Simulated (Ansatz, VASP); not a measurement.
## SnSe2: VASP beside Ansatz

One calculation is typed for both programs; each brings its own data sets. How far apart do they land? The cell is taken from a series of runs on this material, whose earlier steps may have relaxed, scaled, displaced or heated it; both programs get it as it stands.

Main program and level: Ansatz 0.2.0; plane waves, with VASP 6.6.1 beside it; relaxation of cell and atoms at PBEsol and zone-centre phonons at PBEsol.

### Step 1. Set-up

It takes space group P-3m1 (No. 164, trigonal). The conventional cell has a = 3.820 Å, b = 3.820 Å, c = 6.127 Å, α = 90.00°, β = 90.00°, γ = 120.00°. Sn has 6 Se at 2.72 Å nearest. Nearest to Se lie 3 Sn at 2.72 Å. Farther neighbours and most contacts between anions are not listed.

### Step 2. VASP: relaxation of cell and atoms, PBEsol

The relaxed volume is the usual yardstick between codes: in a stiff, nearly cubic crystal its relative difference is about their pressure difference at one cell divided by the bulk modulus.

Lines of VASP's logs that name or quote its potential files are left out, and so is its time.

File INCAR:

```
SYSTEM = SnSe2
PREC = Accurate
ENCUT = 500
EDIFF = 1E-07
NELM = 120
ISMEAR = 0
SIGMA = 0.02
LREAL = .FALSE.
ALGO = Normal
GGA = PS
NBANDS = 19
LORBIT = 11
LWAVE = .FALSE.
LCHARG = .FALSE.
ISIF = 3
IBRION = 2
NSW = 80
EDIFFG = -0.005
LASPH = .TRUE.
GGA_COMPAT = .FALSE.
NELMIN = 4
EFERMI = MIDGAP
KPAR = 2
```

File POSCAR:

```
SnSe2
1.0
    3.8204680000      0.0000000000      0.0000000000
   -1.9102340000      3.3086230000      0.0000000000
    0.0000000000      0.0000000000      6.1267840000
Sn Se
1 2
Direct
    0.0000000000      0.0000000000      0.0000000000
    0.3333332326      0.6666664652      0.2589007545
    0.6666666163      0.3333332326      0.7410992455
```

File KPOINTS:

```
Automatic mesh
0
Gamma
12 12 6
0 0 0
```

Potentials, in the order of the species: Sn_d and Se (PBE family, release 64).

Command:

```console
$ mpirun -np 2 vasp_std
```

Numbers of over 12 decimals in the logs are rounded to 6 here.

Log:

```text
[banner, memory and clock lines left out]
running    2 mpi-ranks, on    1 nodes
 distrk:  each k-point on    1 cores,    2 groups
 distr:  one band on    1 cores,    1 groups

 POSCAR found type information on POSCAR SnSe
 POSCAR found :  2 types and       3 ions
|                                                                             |
|               ----> ADVICE to this user running VASP <----                  |
|                                                                             |
|     You enforced a specific xc type in the INCAR file but a different       |
|     [... a line on the potential file left out ...]
|     I HOPE YOU KNOW WHAT YOU ARE DOING!                                     |
|                                                                             |

 LDA part: xc-table for (Slater+PW92), standard interpolation
 POSCAR, INCAR and KPOINTS ok, starting setup
 FFT: planning ... GRIDC
 FFT: planning ... GRID_SOFT
 FFT: planning ... GRID
 WAVECAR not read
 entering main loop
       N       E                     dE             d eps       ncg     rms          rms(c)
DAV:   1     0.193984994619E+03    0.19398E+03   -0.12008E+04  3848   0.151E+03
DAV:   2     0.892052754860E+01   -0.18506E+03   -0.17939E+03  4047   0.372E+02
DAV:   3    -0.124941096382E+02   -0.21415E+02   -0.20892E+02  4703   0.113E+02
DAV:   4    -0.132297010500E+02   -0.73559E+00   -0.73396E+00  4537   0.219E+01
DAV:   5    -0.132465859226E+02   -0.16885E-01   -0.16883E-01  5228   0.349E+00    0.493E+00
DAV:   6    -0.130109634589E+02    0.23562E+00   -0.47513E-01  5616   0.786E+00    0.313E+00
DAV:   7    -0.129855745850E+02    0.25389E-01   -0.13922E-01  4502   0.264E+00    0.904E-01
DAV:   8    -0.129836674947E+02    0.19071E-02   -0.10631E-02  4744   0.999E-01    0.255E-01
DAV:   9    -0.129836988099E+02   -0.31315E-04   -0.11391E-03  4182   0.255E-01    0.746E-02
DAV:  10    -0.129836998092E+02   -0.99924E-06   -0.94354E-05  4731   0.629E-02    0.283E-02
DAV:  11    -0.129837112484E+02   -0.11439E-04   -0.21524E-05  4013   0.264E-02    0.594E-03
DAV:  12    -0.129837113355E+02   -0.87095E-07   -0.12023E-06  5113   0.849E-03    0.468E-03
DAV:  13    -0.129837115820E+02   -0.24648E-06   -0.82982E-07  4049   0.557E-03    0.176E-03
DAV:  14    -0.129837116073E+02   -0.25330E-07   -0.34266E-08  2747   0.113E-03
   1 F= -.12983712E+02 E0= -.12983712E+02  d E =-.129837E+02
 curvature:   0.00 expect dE= 0.000E+00 dE for cont linesearch  0.000E+00
 trial: gam= 0.00000 g(F)=  0.150E-04 g(S)=  0.861E-04 ort = 0.000E+00 (trialstep = 0.100E+01)
 search vector abs. value=  0.101E-03
 bond charge predicted
       N       E                     dE             d eps       ncg     rms          rms(c)
DAV:   1    -0.129843181481E+02   -0.60657E-03   -0.13974E-02  4867   0.168E+00    0.133E-01
DAV:   2    -0.129838730372E+02    0.44511E-03   -0.98762E-04  4996   0.477E-01    0.627E-02
DAV:   3    -0.129837364530E+02    0.13658E-03   -0.37252E-04  5023   0.275E-01    0.124E-02
DAV:   4    -0.129837329297E+02    0.35233E-05   -0.22433E-05  3986   0.436E-02    0.750E-03
DAV:   5    -0.129837303016E+02    0.26281E-05   -0.18675E-06  5530   0.140E-02    0.187E-03
DAV:   6    -0.129837301140E+02    0.18754E-06   -0.13711E-07  2622   0.330E-03    0.745E-04
DAV:   7    -0.129837301225E+02   -0.84783E-08   -0.34791E-08  2077   0.224E-03
   2 F= -.12983730E+02 E0= -.12983730E+02  d E =-.185152E-04
 trial-energy change:   -0.000019  1 .order   -0.000019   -0.000101    0.000063
 step:   0.6113(harm=  0.6169)  dis= 0.00037  next Energy=   -12.983742 (dE=-0.308E-04)
 bond charge predicted
       N       E                     dE             d eps       ncg     rms          rms(c)
DAV:   1    -0.129838301901E+02   -0.10008E-03   -0.21065E-03  4870   0.649E-01    0.518E-02
DAV:   2    -0.129837620765E+02    0.68114E-04   -0.14933E-04  5005   0.186E-01    0.244E-02
DAV:   3    -0.129837422442E+02    0.19832E-04   -0.56061E-05  5026   0.107E-01    0.483E-03
DAV:   4    -0.129837424355E+02   -0.19126E-06   -0.33900E-06  3989   0.169E-02    0.292E-03
DAV:   5    -0.129837426215E+02   -0.18598E-06   -0.27216E-07  4048   0.543E-03    0.715E-04
DAV:   6    -0.129837426808E+02   -0.59351E-07   -0.29428E-08  1984   0.157E-03
   3 F= -.12983743E+02 E0= -.12983743E+02  d E =-.310735E-04
 curvature:  -0.31 expect dE=-0.243E-05 dE for cont linesearch -0.540E-08
 trial: gam= 0.06478 g(F)=  0.697E-06 g(S)=  0.718E-05 ort = 0.133E-05 (trialstep = 0.922E+00)
 search vector abs. value=  0.848E-05
 reached required accuracy - stopping structural energy minimisation
```

From OUTCAR (step 2):

```text
ion  position               nearest neighbor table
   1  0.000  0.000  0.000-   2 2.72   3 2.72   3 2.72   2 2.72   2 2.72   3 2.72
   2  0.333  0.667  0.259-   1 2.72   1 2.72   1 2.72
   3  0.667  0.333  0.741-   1 2.72   1 2.72   1 2.72

  LATTYP: Found a hexagonal cell.
 ALAT       =     3.8204680000
 C/A-ratio  =     1.6036736861

 Subroutine GETGRP returns: Found 12 space group operations
 (whereof 12 operations were pure point group operations)

The static configuration has the point symmetry D_3d.

 Found    100 irreducible k-points:

   k-points           NKPTS =    100   k-points in BZ     NKDIM =    100   number of bands    NBANDS=     19

   dimension x,y,z NGX =    28 NGY =   28 NGZ =   48
   dimension x,y,z NGXF=    56 NGYF=   56 NGZF=   96

   ENCUT  =  500.0 eV  36.75 Ry    6.06 a.u.   6.97  6.97 11.17*2*pi/ulx,y,z

   NELECT =      26.0000    total number of electrons

 k-points in reciprocal lattice and weights: Automatic mesh
   0.00000000  0.00000000  0.00000000       0.001
   0.08333333  0.00000000  0.00000000       0.007
   0.16666667  0.00000000  0.00000000       0.007
   0.25000000  0.00000000  0.00000000       0.007
   0.33333333  0.00000000  0.00000000       0.007
   0.41666667  0.00000000  0.00000000       0.007
   0.50000000  0.00000000  0.00000000       0.003
   0.08333333  0.08333333  0.00000000       0.007
   0.16666667  0.08333333  0.00000000       0.014
[...]
0.33333333  0.25000000  0.50000000       0.014
   0.33333333  0.33333333  0.50000000       0.002

 average (electrostatic) potential at core
       1-102.4974       2 -53.3538       3 -53.3538

 E-fermi :   4.3240

 k-point     1 :       0.0000    0.0000    0.0000
  band No.  band energies     occupation
    ...
      9       3.4713      2.00000
     10       3.4713      2.00000
     11       3.7034      2.00000
     12       3.7034      2.00000
     13       3.9590      2.00000
     14       4.9014      0.00000
     15       7.0105      0.00000
     16       8.6338      0.00000
     17       8.6338      0.00000
     18      12.0617      0.00000
    ...

 k-point     2 :       0.0833    0.0000    0.0000
  band No.  band energies     occupation
    ...
      9       2.6025      2.00000
     10       3.1356      2.00000
     11       3.2912      2.00000
     12       3.8900      2.00000
     13       4.0445      2.00000
     14       5.5658      0.00000
     15       7.4290      0.00000
     16       8.3676      0.00000
     17       8.7561      0.00000
     18      12.0891      0.00000
    ...

 k-point     3 :       0.1667    0.0000    0.0000
  band No.  band energies     occupation
    ...
      9       1.4286      2.00000
     10       2.4745      2.00000
     11       2.6526      2.00000
     12       3.9858      2.00000
     13       3.9920      2.00000
     14       6.1910      0.00000
     15       7.6463      0.00000
     16       8.6978      0.00000
     17       9.0223      0.00000
     18      11.1172      0.00000
    ...

  Total       -0.0120196     -0.0120196      0.0125638      0.0000000      0.0000000      0.0000000
  in kB       -0.2483883     -0.2483884      0.2596330      0.0000000      0.0000000      0.0000000
  external PRESSURE =      -0.0790479 kB  Pullay stress =       0.0000000 kB

  energy-cutoff  :      500.00
  volume of cell :       77.53
      direct lattice vectors                 reciprocal lattice vectors
     3.821316665  0.000000000  0.000000000     0.261689906  0.151086708  0.000000000
    -1.910658333  3.309357966  0.000000000    -0.000000000  0.302173416  0.000000000
     0.000000000  0.000000000  6.130748740     0.000000000  0.000000000  0.163112214

 POSITION                                       TOTAL-FORCE (eV/Angst)
 -----------------------------------------------------------------------------------
     -1.91066      3.30936      0.00000         0.000000      0.000000      0.000000
     -0.00000      2.20624      1.58762        -0.000000      0.000000     -0.002687
      1.91066      1.10312      4.54313         0.000000     -0.000000      0.002687
 -----------------------------------------------------------------------------------
    total drift:                               -0.000000      0.000345      0.000000

  FREE ENERGIE OF THE ION-ELECTRON SYSTEM (eV)
  ---------------------------------------------------
  free  energy   TOTEN  =       -12.9837426808 eV

  energy  without entropy=      -12.9837426808  energy(sigma->0) =      -12.98374268

 reached required accuracy - stopping structural energy minimisation

 total charge
# of ion       s       p       d       tot
------------------------------------------
    1        1.063   1.026  10.098  12.186
    2        1.488   2.289   0.028   3.804
    3        1.488   2.289   0.028   3.804
--------------------------------------------------
tot          4.038   5.603  10.154  19.795

[... 3 further parts left out ...]
```

CONTCAR:

```
SnSe2
   1.00000000000000
     3.8213166651813619    0.0000000000000000    0.0000000000000000
    -1.9106583325906810    3.3093579660446339    0.0000000000000000
     0.0000000000000000    0.0000000000000000    6.1307487399345009
  Sn              Se
     1     2
Direct
     0.0000000000000000    1.0000000000000000    0.0000000000000000
     0.3333332325999976    0.6666664652000023    0.2589608229494796
     0.6666666162999988    0.3333332325999976    0.7410391770505202
```

### Step 3. Ansatz: relaxation of cell and atoms, PBEsol

Ansatz runs on norm-conserving files, of PseudoDojo where its log says so.

The same cell, functional, mesh and smearing now go to Ansatz, which takes its cutoff from its data sets.

File input.yaml:

```yaml
crystal:
  lattice:
    - [3.8204682638, 0.0, 0.0]
    - [-1.9102341319, 3.3086225708, 0.0]
    - [0.0, 0.0, 6.1267843816]
  atoms:
    - { symbol: Sn, position: [0.0, 0.0, 0.0] }
    - { symbol: Se, position: [0.3333333333, 0.6666666667, 0.2589007595] }
    - { symbol: Se, position: [0.6666666667, 0.3333333333, 0.7410992405] }
kpoints:
  mp_grid: { grid: [12, 12, 6] }
hamiltonian:
  xc: pbesol
  pseudopotentials: { kind: nc, accuracy: standard }
scf:
  occupations: { method: gaussian, width: 0.02 }
output:
  forces: true
  stress: true
  eigenvalues: true
  write_density: true
  write_potential: true
  elf: true
  volumetric_format: npy
relax:
  adjacent_minimum: "off"
  f_tol: 0.005
  max_steps: 80
  cell: { stress_tol: 0.05 }
```

Command:

```console
$ ansatz run input.yaml --threads 8 --pin off --max-ram 14336MiB --backend cpu --events-out ev --progress --plain --runs-dir out
```

Log:

```text
Engine: ansatz 0.2.0, x86_64-unknown-linux-gnu
Pseudopotentials: kind: nc
Pseudopotential: Sn, nc, valence charge 14, recommended cutoff 979.609905 eV (normal), Sn.nc.azcp (PseudoDojo's, or run here from an input of PseudoDojo's; its table is named by hamiltonian.pseudopotentials.accuracy)
Pseudopotential: Se, nc, valence charge 16, recommended cutoff 1170.089609 eV (normal), Se.nc.azcp (PseudoDojo's, or run here from an input of PseudoDojo's; its table is named by hamiltonian.pseudopotentials.accuracy)
Functional definition: PBEsol
  exchange = pbesol_x
  correlation = pbesol_c
Crystal: 3 atoms, lattice volume = 77.446 Å³
Basis set: ecut = 1170.089609 eV, 7019 PW (Γ), exchange–correlation on 90×90×144 points (8 copies of the dense FFT grid, shifted against one another)
Bands: 28, of which v1, the nominal top of the filled ones, is band 23 counted from 1 (22 counted from 0)
Symmetry: 12 space group operations
Space group: P-3m1 (ITA 164), of the structure as read, at distance tolerance 4.3e-5 Å
k-points: 100 of 864
Non-local potential: Sn, projectors of the file, l = 0: 2, l = 1: 2, l = 2: 2, l = 3: 2
Non-local potential: Se, projectors of the file, l = 0: 2, l = 1: 2, l = 2: 2
Initial density: superposition of atomic densities (chi_scale 0.1, normalization cell, long waves kept (reshape's long-wave potential 0.10 eV rms))
Initial wavefunctions: pseudopotential atomic-orbital guess
Functional: x = pbesol(κ = 0.804, μ = 0.123457), c = pbesol(β = 0.046)
SCF iter   1: F=—  HF=-8733.068771 eV  |F-HF|=—  |Δ(HF+E_count)|=         —  Δρ=3.49e-2  dr2=1.90e0  ethr=3.10e-3  ⟨swp⟩=6.9  Hψ=12703  notcnv=0
preconditioner: auto → Resta (q_TF=auto, 2.501 Å⁻¹)  ε∞=4.0  [insulator: Δε(μ)=0.267 eV  Ē_g=9.732 eV  σ=0.020 eV  W_gap=1.00  n_scr=22 (ndim 8)  ℏωp=16.9 eV  f_vac=0.033  D(μ)=0.00/eV (n_scr^D=0)  ε∞_Penn≈4.0]
SCF iter   2: F=—  HF=-8732.609837 eV  |F-HF|=—  |Δ(HF+E_count)|=   4.59e-1  Δρ=1.61e-2  dr2=2.42e-1  ethr=3.10e-3  ⟨swp⟩=3.0  Hψ=4434  notcnv=0  defer=100
SCF iter   3: F=—  HF=-8732.559184 eV  |F-HF|=—  |Δ(HF+E_count)|=   5.07e-2  Δρ=4.52e-3  dr2=1.32e-2  ethr=5.26e-4  ⟨swp⟩=4.0  Hψ=4688  notcnv=0  defer=100
SCF iter   4: F=—  HF=-8732.558956 eV  |F-HF|=—  |Δ(HF+E_count)|=   2.28e-4  Δρ=1.00e-3  dr2=9.21e-4  ethr=2.87e-5  ⟨swp⟩=2.7  Hψ=4201  notcnv=0  defer=100
SCF iter   5: F=—  HF=-8732.559061 eV  |F-HF|=—  |Δ(HF+E_count)|=   1.05e-4  Δρ=2.38e-4  dr2=5.08e-5  ethr=2.00e-6  ⟨swp⟩=2.1  Hψ=3740  notcnv=0  defer=100
SCF iter   6: F=—  HF=-8732.559076 eV  |F-HF|=—  |Δ(HF+E_count)|=   1.45e-5  Δρ=8.83e-5  dr2=3.62e-6  ethr=1.11e-7  ⟨swp⟩=2.0  Hψ=4105  notcnv=0  defer=100
SCF iter   7: F=—  HF=-8732.559079 eV  |F-HF|=—  |Δ(HF+E_count)|=   2.95e-6  Δρ=2.22e-5  dr2=3.64e-7  ethr=7.87e-9  ⟨swp⟩=2.1  Hψ=4094  notcnv=0  defer=100
SCF iter   8: F=-8732.559079 eV  HF=-8732.559079 eV  |F-HF|=2.55e-8  |Δ(HF+E_count)|=   2.88e-7  Δρ=5.73e-6  dr2=2.47e-8  ethr=2.17e-10  ⟨swp⟩=16.4  Hψ=20847  notcnv=0
SCF 1 converged in 8 iterations: F = -8732.559079 eV  dr2 = 2.47e-8
relax step   1: F+E_penalty+E_count = -8732.55907911 eV  Δ(F+E_penalty+E_count) = +0.000e0 eV  max|allowed force component| = 2.489e-3 eV/Å  Δτ_max = 0.0000 Å  P = +0.004 GPa  Ω = 77.446 Å³  (8 SCF iters, dr2 threshold 1.00e-7 eV, accepted)
Initial density: handed on by an earlier stage of this run
Initial wavefunctions: pseudopotential atomic-orbital guess (no wavefunctions were taken with the density)
iter 1 solved again at ethr=5.90e-7 eV; its pass at ethr=3.10e-3 eV (dr2=2.71e-4 eV) is discarded
SCF iter   1: F=—  HF=-8732.559137 eV  |F-HF|=—  |Δ(HF+E_count)|=         —  Δρ=1.02e-5  dr2=3.70e-8  ethr=5.90e-7  ⟨swp⟩=3.2  Hψ=20095  notcnv=0
eigensolver tolerance schedule: the retry pair's looser diagonalisation over-reported the residual by 7323.89 of it (diagonalisation noise at an unbounded share of the residual, at the tolerance the schedule requests for it); recorded, not acted on — ethr = c·dr2/N_el stays at c = 1.0e-1
preconditioner: auto → Resta (q_TF=auto, 2.501 Å⁻¹)  ε∞=2.8  [insulator: Δε(μ)=0.447 eV  Ē_g=15.994 eV  σ=0.020 eV  W_gap=1.00  n_scr=22 (ndim 8)  ℏωp=21.5 eV  f_vac=0.054  D(μ)=0.00/eV (n_scr^D=0)  ε∞_Penn≈2.8]
SCF iter   2: F=—  HF=-8732.559079 eV  |F-HF|=—  |Δ(HF+E_count)|=   5.82e-5  Δρ=4.21e-6  dr2=1.06e-8  ethr=8.05e-11  ⟨swp⟩=3.1  Hψ=6331  notcnv=0
SCF iter   3: F=—  HF=-8732.559079 eV  |F-HF|=—  |Δ(HF+E_count)|=   8.91e-9  Δρ=2.04e-6  dr2=4.19e-9  ethr=2.31e-11  ⟨swp⟩=2.0  Hψ=3103  notcnv=0
SCF iter   4: F=—  HF=-8732.559079 eV  |F-HF|=—  |Δ(HF+E_count)|=   7.28e-9  Δρ=9.27e-7  dr2=1.52e-10  ethr=9.10e-12  ⟨swp⟩=2.0  Hψ=3556  notcnv=0
SCF iter   5: F=-8732.559079 eV  HF=-8732.559079 eV  |F-HF|=1.64e-11  |Δ(HF+E_count)|=  2.91e-11  Δρ=3.79e-7  dr2=2.72e-11  ethr=1.00e-12  ⟨swp⟩=6.8  Hψ=13716  notcnv=0
SCF 2 converged in 5 iterations: F = -8732.559079 eV  dr2 = 2.72e-11
relax step   2: F+E_penalty+E_count = -8732.55907911 eV  Δ(F+E_penalty+E_count) = -6.577e-9 eV  max|allowed force component| = 2.485e-3 eV/Å  Δτ_max = 0.0000 Å  P = +0.004 GPa  Ω = 77.446 Å³  stress off target by 2.66e-2 GPa  SCF on the basis re-selected at this cell (its energy is not comparable with the rows above)  (5 SCF iters)
basis re-selected at this cell: Δ(F+E_penalty+E_count) = -6.577e-9 eV, ΔP = -0.000 GPa vs the last step (what re-selecting the basis moved, of the pressure what is left beyond the Pulay correction that the steps carried, after the strain that the cell walked since its last selection, with what the two solves' SCF thresholds leave and, on support functions, any second-order correction that the steps lacked; it is no m [...]
SCF converged after 5 iterations
Free energy (F): -8732.559079 eV
Harris-Foulkes:  -8732.559079 eV  (|F-HF|=1.64e-11)
Internal energy: -8732.559079 eV  (E = F + TS)
E sigma→0 (E₀):  -8732.559079 eV
Fermi energy:    8.723901 eV
--- Per-component energies (eV) ---
  E_band       = -844.449340
  E_kinetic    = 5547.215342
  E_local      = -6296.773746  (includes V_loc(G=0)·N_el)
  E_nonlocal   = -3926.491200
  E_hartree    = 2547.500022
  E_xc         = -1899.891838
  E_vxc        = -1263.399607  (∫ρ·V_xc dr)
  E_ewald      = -4704.117659
  E_smearing   = -0.000000  (= −TS)
  E_closure    = 0.000000  (closes the sum)
  Σ components = -8732.559079   (vs F -8732.559079, Δ=0.00e0)
--- Forces (eV/Å), atoms counted from 1 ---
  atom   1  Sn    -0.00000000    -0.00000000     0.00000000
  atom   2  Se     0.00000000     0.00000000    -0.00248480
  atom   3  Se    -0.00000000    -0.00000000     0.00248480
  max |Σ_I F_I| component: 3.70e-17 eV/Å
--- Stress (GPa, compression-positive) ---
       -0.006675       0.000000       0.000000
        0.000000      -0.006675       0.000000
        0.000000       0.000000       0.026597
  P = ⅓ Tr σ = 0.0044 GPa (0.044 kbar)
--- Band table (eV; the first three rows and the last of 100) ---
  k-point 0: bands = [... 19 lower, 7.8668, 8.0991, 8.0991, 8.3649, 9.2888, 11.4076, 13.0341, 13.0341, ... 1 higher]
  k-point 1: bands = [... 19 lower, 7.8212, 7.8212, 8.1634, 8.1634, 9.9093, 11.4057, 12.9517, 12.9517, ... 1 higher]
  k-point 2: bands = [... 19 lower, 7.7624, 7.7624, 8.2606, 8.2606, 10.5866, 11.3673, 12.7946, 12.7946, ... 1 higher]
  k-point 99: bands = [... 19 lower, 4.2557, 4.7181, 8.0705, 8.0705, 10.7248, 12.7475, 12.7475, 14.2840, ... 1 higher]
--- Relaxed structure (1 steps of the walk, 1 accepted, 1 SCFs on fresh bases) ---
  F+E_penalty+E_count = -8732.55907911 eV   max|allowed force component| = 2.485e-3 eV/Å   (the final SCF, on the basis selected at the relaxed cell)
  cell:  # Å, volume = 77.4455 Å³
    - [3.820468, 0.0, 0.0]
    - [-1.910234, 3.308623, 0.0]
    - [0.0, 0.0, 6.1267843816]
  atoms:
    - { symbol: Sn, position: [0.0, 0.0, 0.0] }
    - { symbol: Se, position: [0.333333, 0.666667, 0.2589007595] }
    - { symbol: Se, position: [0.666667, 0.333333, 0.7410992405] }
```

Reading the cycles: dr2 is the Hartree energy of the density residual (eV), the measure of convergence; HF is the Harris–Foulkes estimate of the energy, which meets the free energy F at convergence.

### Step 4. Comparison

Known differences besides the potentials themselves: the data sets hold 46 valence electrons in Ansatz (on norm-conserving files, of PseudoDojo where its log says so) and 26 in VASP; the cutoff is 1170.09 eV in Ansatz and 500 eV in VASP; Ansatz adds a Pulay correction to the stress that steers its cell, VASP none. Total energies have different zeros and are not compared.

Compared:

```
                                         quantity  Ansatz   VASP  difference
                                      volume (Å³)   77.45  77.53     -0.11 %
edge a after relaxation, in the typed setting (Å)   3.821  3.821     -0.02 %
edge c after relaxation, in the typed setting (Å)   6.127  6.131     -0.06 %
```

[end of part 1 of 2]

[Lines on the potential files, build, host, timing and source positions are cut from VASP's logs without a mark.]

[Logs are printed without paths, hosts, clocks, repeated set-up lines and the standing remarks that a program may print on its own settings, such as how far it seeks lower states.]

[Hosts, paths, dates, database ids (printed as entryN), source tags and the programs' standing remarks are cut or masked in the printed files.]
